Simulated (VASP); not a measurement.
An input for Ansatz (written as the equivalent of a VASP run, and not itself run):

Ansatz 0.2 input:
```yaml
crystal:
  lattice:
    - [3.6312580, 0.0000000, 0.0000000]
    - [-1.8156290, 3.1447620, 0.0000000]
    - [0.0000000, 0.0000000, 6.4809300]
  atoms:
    - { symbol: Ti, position: [0.0000000, 0.0000000, 0.0000000] }
    - { symbol: Se, position: [0.3333330, 0.6666670, 0.2399300] }
    - { symbol: Se, position: [0.6666670, 0.3333330, 0.7600700] }
kpoints:
  mp_grid: { grid: [3, 3, 3], shift: [0.5, 0.5, 0.5] }
hamiltonian:
  xc: lda
  pseudopotentials: { kind: paw }
scf:
  occupations: { method: fermi_dirac, width: 0.136 }
  max_iter: 100
output: { forces: true, stress: true, eigenvalues: true }
```

Write the VASP files for the same calculation (LDA).

This is not unique; one that fits is 
### INCAR
```
# general
SYSTEM   =  TiSe2
PREC     =  Accurate
ENCUT    =  180
LREAL    =  F
LASPH    =  T

# electronic loop
EDIFF    =  1E-6
NELM     =  100
ALGO     =  Normal
LMAXMIX  =  4

# smearing
ISMEAR   =  -1
SIGMA    =  0.136

# ions
ISIF     =  2

# output
LWAVE    =  F
LCHARG   =  F
```

KPOINTS:
```
Automatic mesh
0
Gamma
3 3 3
0.5 0.5 0.5
```

File POSCAR:
```
TiSe2
1
    3.6312580000     0.0000000000     0.0000000000
   -1.8156290000     3.1447620000     0.0000000000
    0.0000000000     0.0000000000     6.4809300000
Ti Se
1 2
Direct
  0.0000000000   0.0000000000   0.0000000000
  0.3333330000   0.6666670000   0.2399300000
  0.6666670000   0.3333330000   0.7600700000
```

POTCAR, in this order: Ti_sv Se (LDA.64 set). Program: vasp_std.

Limits of the translation: each code has its own PAW files, so the cut-off isn't converted (ENCUT is set for VASP's; basis.ecutwfc is left out, and Ansatz then takes the one that its files recommend); Ansatz stops its SCF on the density residual and VASP on the energy change (EDIFF); Ansatz's lda is the Perdew-Wang form, while the LDA potentials of VASP carry Perdew-Zunger's.

The structure comes from a computed database's TiSe2 entry; how it stands against other phases isn't given here. The cell was not relaxed at this level. The k-mesh is coarse (spacing up to 0.67 per Å, 2π included), so the numbers may not be converged in it. The run is one of a series of settings (ENCUT = 180, GGA removed, SIGMA = 0.136, KPOINTS 3×3×3 Γ-centred mesh shifted by (0.5, 0.5, 0.5), POTCAR Ti_sv Se (LDA.64 set) against the base run), some of them coarse on purpose.
